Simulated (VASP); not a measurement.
Crystal: InSb.

```
In Sb
1.0
     0.00000    3.23910    3.23910
     3.23910    0.00000    3.23910
     3.23910    3.23910    0.00000
In Sb
1 1
Cartesian
  0.0000 0.0000 0.0000
  1.6196 1.6196 1.6196
```

```yaml
Program: VASP 6.6.1
Task: relaxation of cell and atoms
Functional: PBE
Potentials_or_basis: VASP PAW PBE potentials, release 64 (In_d, Sb)
Cutoff: 520 eV
k_mesh: 8 × 8 × 8
Occupations: gaussian, width 1 eV
Spin: no spin polarisation
```

At the start: pressure 3.5 GPa; volume 33.98 Å³/atom.

Question: How do energy, volume and symmetry change on relaxing?

Answer: Over 5 steps the energy falls by 31.1 meV/atom and the volume is 37.08 Å³/atom (+9.1 %); space group F-43m (No. 216, to 0.05 Å).

Step by step:
| step | energy change (eV) | largest force (eV/Å) | pressure (GPa) | volume (Å³) |
| --- | --- | --- | --- | --- |
| 1 | 0.0000 | 0.0000 | 3.53 | 67.97 |
| 2 | -0.0594 | 0.0000 | -0.60 | 75.59 |
| 3 | -0.0621 | 0.0000 | 0.02 | 74.11 |
| 4 | -0.0621 | 0.0000 | -0.04 | 74.24 |
| 5 | -0.0621 | 0.0000 | 0.00 | 74.16 |

Final structure:
```
In Sb
1.0
     0.00000    3.33455    3.33455
     3.33455    0.00000    3.33455
     3.33455    3.33455    0.00000
In Sb
1 1
Cartesian
  3.3345 3.3345 0.0000
  1.6673 1.6673 1.6673
```
